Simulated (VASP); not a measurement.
Given:

```
MgS
1.0
    0.00000     2.58954     2.58954
    2.58954     0.00000     2.58954
    2.58954     2.58954     0.00000
Mg S
1 1
Direct
  0.00000   0.00000   0.00000
  0.50000   0.50000   0.50000
```

All values below come from MS2 meta-GGA, VASP's PBE PAW potentials (set 64) (plane waves; VASP 6.6.1). Settings: 520 eV cut-off, 10×10×10 Γ-centred mesh, tetrahedra with Blöchl corrections, potentials Mg S.

**Question.** Give the energies of bands 2 to 7 at the high-symmetry points, in eV from the valence-band maximum.

**Answer.** 
```csv
band,Γ,X,U,L,W
2,0.00,-4.28,-3.76,-4.91,-3.29
3,0.00,-1.73,-3.22,-0.61,-3.29
4,0.00,-1.73,-1.40,-0.61,-2.37
5,4.70,3.36,4.49,5.24,5.85
6,8.60,4.87,7.29,7.53,8.59
7,8.60,13.06,10.46,7.53,8.59
```

The gap is indirect, 3.36 eV, from the valence maximum at Γ to the conduction minimum at X.

The compound is MgS in the rock salt structure. It was relaxed first.
